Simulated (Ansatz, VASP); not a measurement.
**One calculation of TaWC2, two programs**

File INCAR:

```
  PREC = Accurate
  ENCUT = 900
  EDIFF = 1E-6
  ISMEAR = -1
  SIGMA = 0.05
  LREAL = False
  LASPH = True
  NELM = 100
  ALGO = Normal
  ISIF = 2
  LWAVE = False
  LCHARG = False
  LMAXMIX = 4
  GGA = PE
  NBANDS = 24
```

The input KPOINTS:

```
regular mesh
0
Gamma
  7 7 7
```

POSCAR

```
TaWC2
1.0
    1.5718551461      0.9075109917      5.1016196719
   -1.5718551461      0.9075109917      5.1016196719
    0.0000000000     -1.8150219835      5.1016196719
W Ta C
1 1 2
Direct
    0.0000000000      0.0000000000      0.0000000000
    0.5000000000      0.5000000000      0.5000000000
    0.2509330000      0.2509330000      0.2509330000
    0.7490670000      0.7490670000      0.7490670000
```

The input KPOINTS_OPT:

```
path GLB1,BZGX,QFP1Z,LP
15
line-mode
reciprocal
 0.0000000000  0.0000000000  0.0000000000  G
 0.5000000000  0.0000000000  0.0000000000  L

 0.5000000000  0.0000000000  0.0000000000  L
 0.5000000000  0.1877624847 -0.1877624847  B1

 0.8122375153  0.5000000000  0.1877624847  B
 0.5000000000  0.5000000000  0.5000000000  Z

 0.5000000000  0.5000000000  0.5000000000  Z
 0.0000000000  0.0000000000  0.0000000000  G

 0.0000000000  0.0000000000  0.0000000000  G
 0.3438812424  0.0000000000 -0.3438812424  X

 0.6561187576  0.3438812424  0.0000000000  Q
 0.5000000000  0.5000000000  0.0000000000  F

 0.5000000000  0.5000000000  0.0000000000  F
 0.6561187576  0.6561187576  0.1877624847  P1

 0.6561187576  0.6561187576  0.1877624847  P1
 0.5000000000  0.5000000000  0.5000000000  Z

 0.5000000000  0.0000000000  0.0000000000  L
 0.8122375153  0.3438812424  0.3438812424  P
```

input.yaml

```yaml
crystal:
  lattice:
    - [1.5718551461, 0.9075109917, 5.1016196719]
    - [-1.5718551461, 0.9075109917, 5.1016196719]
    - [0.0, -1.8150219835, 5.1016196719]
  atoms:
    - { symbol: W, position: [0.0, 0.0, 0.0] }
    - { symbol: Ta, position: [0.5, 0.5, 0.5] }
    - { symbol: C, position: [0.250933, 0.250933, 0.250933] }
    - { symbol: C, position: [0.749067, 0.749067, 0.749067] }
hamiltonian:
  xc: pbe
  pseudopotentials: { kind: paw }
kpoints:
  mp_grid: { grid: [7, 7, 7] }
  band_path:
    path:
      - [[0.0, 0.0, 0.0], [0.5, 0.0, 0.0], [0.5, 0.1877624847, -0.1877624847]]
      - [[0.8122375153, 0.5, 0.1877624847], [0.5, 0.5, 0.5], [0.0, 0.0, 0.0], [0.3438812424, 0.0, -0.3438812424]]
      - [[0.6561187576, 0.3438812424, 0.0], [0.5, 0.5, 0.0], [0.6561187576, 0.6561187576, 0.1877624847], [0.5, 0.5, 0.5]]
      - [[0.5, 0.0, 0.0], [0.8122375153, 0.3438812424, 0.3438812424]]
    npoints: 14
scf:
  occupations: { method: fermi_dirac, width: 0.05 }
  n_extra_bands: 10
output:
  forces: true
  stress: true
  eigenvalues: true
  fatbands: false
```

The cell comes from a database or a generator and needn't be the stable form of this composition.

Alike in both runs: task band structure; functional PBE; k mesh 7 × 7 × 7; occupations fermi-dirac, width 0.05 eV; no spin polarisation.

|  | VASP | Ansatz |
| --- | --- | --- |
| version | VASP 6.6.1 | Ansatz 0.2.0 |
| potentials or method | VASP PAW PBE potentials, release 64 (W_sv, Ta_pv, C_s) | Ansatz PAW |
| plane-wave cutoff (eV) | 900 | 420 |
| valence electrons in the cell | 33 | 35 |

```csv
,VASP,Ansatz,Ansatz less VASP
gap on the k mesh at the Fermi level (eV),none,none,-
pressure (GPa),-1.7,-2.5,-0.81
largest component of the traceless stress (GPa),1.37,1.39,+0.014
rms of the force components (eV/Å),0.015,0.013,-0.0020
```

Atom by atom the forces differ by 0.002 eV/Å (rms over components). A gap of «none» marks a metal or a gap that the smearing closes. The functional is the same, so the differences come from potentials, cutoffs and numerics. The two sets of potentials don't hold the same shells in valence.

Caveats: spin-orbit coupling is left out, which moves the levels of the heavy elements; the pressure holds a Pulay correction of +0.3 GPa for the finite cutoff (Ansatz).
